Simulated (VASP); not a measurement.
Input:

```
CELL_PARAMETERS angstrom
      0.00000     2.58616     2.58616
      2.58616     0.00000     2.58616
      2.58616     2.58616     0.00000
ATOMIC_POSITIONS crystal
  K  0.00000 0.00000 0.00000
  F  0.50000 0.50000 0.50000
```

The numbers are results of LDA (Ceperley-Alder, Perdew-Zunger), VASP's LDA PAW potentials (set 64) (plane waves; VASP), not measurements. Run with 650 eV cut-off, 8×8×8 Γ-centred mesh, Gaussian smearing of 0.050 eV, potentials K_sv F.

### Question
Give the elastic stiffness tensor with the ions relaxed (GPa, in the frame of the cell).

### Answer

```json
[
 {"": "xx", "xx": "98.3", "yy": "17.2", "zz": "17.2", "yz": "0.0", "xz": "0.0", "xy": "0.0"},
 {"": "yy", "xx": "17.2", "yy": "98.3", "zz": "17.2", "yz": "0.0", "xz": "0.0", "xy": "0.0"},
 {"": "zz", "xx": "17.2", "yy": "17.2", "zz": "98.3", "yz": "0.0", "xz": "0.0", "xy": "0.0"},
 {"": "yz", "xx": "0.0", "yy": "0.0", "zz": "0.0", "yz": "13.6", "xz": "0.0", "xy": "0.0"},
 {"": "xz", "xx": "0.0", "yy": "0.0", "zz": "0.0", "yz": "0.0", "xz": "13.6", "xy": "0.0"},
 {"": "xy", "xx": "0.0", "yy": "0.0", "zz": "0.0", "yz": "0.0", "xz": "0.0", "xy": "13.6"}
]
```

### Question
Predict the Hill bulk modulus, Hill shear modulus, Young's modulus, Poisson's ratio.

### Answer

| Item | Result |
|---|---|
| Hill bulk modulus | 44.2 GPa |
| Hill shear modulus | 21.5 GPa |
| Young's modulus | 554 kbar |
| Poisson's ratio | 0.291 |

The structure comes from a computed database's KF entry (Fm-3m); how it stands against other phases isn't given here. It was relaxed first, which changed the volume by -8 %.
